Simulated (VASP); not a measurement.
Hf4TlSn4: density of states with PBE

Crystal: Hf4TlSn4.

```xyz
9
Lattice="0.0000 4.1992 0.0000 5.4281 -2.0996 0.0000 -2.1279 2.0996 -9.1107" Properties=species:S:1:pos:R:3 pbc="T T T"
Hf    3.2179    0.0000   -5.6395
Hf    0.0823    4.1992   -3.4712
Hf    0.1074    4.1992   -7.6710
Hf    3.1928    0.0000   -1.4398
Tl    0.0000    0.0000    0.0000
Sn    0.7653    2.0996   -5.5894
Sn    2.5348    2.0996   -3.5213
Sn    2.3958    2.0996   -7.7469
Sn    0.9044    2.0996   -1.3639
```

The cell was built by a generator and needn't be a form met in nature.

```json
{"Program": "VASP 6.6.1", "Task": "density of states", "Functional": "PBE", "Potentials or basis": "VASP PAW PBE potentials, release 64 (Hf_pv, Tl_d, Sn_d)", "Cutoff": "520 eV", "k mesh": "5 × 5 × 5", "Occupations": "fermi-dirac, width 0.1 eV", "Spin": "no spin polarisation", "Dipole correction": "no", "k mesh for the DOS": "8 × 8 × 8", "Further INCAR settings": "ALGO = Normal; EDIFF = 1e-06; NBANDS = 64"}
```

The valence electrons inside the program's atomic spheres are Hf 8.03; Tl 11.57; Sn 12.55, 12.60.

Levels at points of the mesh, in eV from the Fermi level:
```
           k point  band 53  band 54  band 55  band 56  band 57  band 58
(0.00, 0.00, 0.00)    -1.05    -0.94    -0.19     0.27     0.83     0.95
(0.50, 0.00, 0.00)    -1.46    -1.00     0.32     0.96     1.08     1.38
(0.00, 0.50, 0.00)    -0.63    -0.43    -0.07    -0.02     0.33     0.40
(0.50, 0.50, 0.00)    -1.35    -0.92     0.31     0.60     0.69     0.97
(0.00, 0.00, 0.50)    -1.07    -0.95    -0.64     0.16     0.53     0.54
(0.00, 0.50, 0.50)    -0.30    -0.18     0.03     0.14     0.36     0.52
```

States per cell in windows of 0.5 eV (zero at the Fermi level; states under -8 eV left out):
```tsv
from (eV)	total	Hf3_d	Hf4_d	Hf1_d	Hf2_d	Sn6_p	Sn7_p
-8.0	0.81	0.01	0.01	0.01	0.01	0.01	0.01
-7.5	0.94	0.01	0.01	0.01	0.01	0.02	0.02
-7.0	0.60	0.01	0.01	0.01	0.01	0.02	0.02
-6.5	1.02	0.01	0.01	0.01	0.01	0.04	0.04
-6.0	0.82	0.01	0.01	0.01	0.01	0.04	0.04
-5.5	1.26	0.01	0.01	0.02	0.02	0.07	0.07
-5.0	1.58	0.03	0.03	0.03	0.03	0.10	0.10
-4.5	1.97	0.04	0.04	0.04	0.04	0.13	0.13
-4.0	1.93	0.05	0.05	0.05	0.05	0.14	0.14
-3.5	2.31	0.07	0.07	0.08	0.08	0.16	0.16
-3.0	3.47	0.17	0.17	0.15	0.15	0.23	0.23
-2.5	2.80	0.18	0.18	0.16	0.16	0.16	0.16
-2.0	2.70	0.23	0.23	0.22	0.22	0.07	0.07
-1.5	2.85	0.28	0.28	0.28	0.28	0.07	0.07
-1.0	2.33	0.24	0.24	0.25	0.25	0.05	0.05
-0.5	1.52	0.15	0.15	0.18	0.18	0.02	0.02
0.0	3.25	0.38	0.38	0.35	0.35	0.04	0.04
0.5	3.97	0.52	0.52	0.43	0.43	0.04	0.04
1.0	5.84	0.81	0.81	0.77	0.77	0.05	0.05
1.5	5.38	0.76	0.76	0.80	0.80	0.04	0.04
2.0	0.53	0.07	0.07	0.08	0.08	0.01	0.01
2.5	0.00	0.00	0.00	0.00	0.00	0.00	0.00
```

Wall time 17 min on 1 thread of Intel(R) Xeon(R) 6975P-C (Granite Rapids), on a shared host, peak memory 1.5 GiB.

 Spin-orbit coupling is left out, which matters for the levels of Hf, Tl.
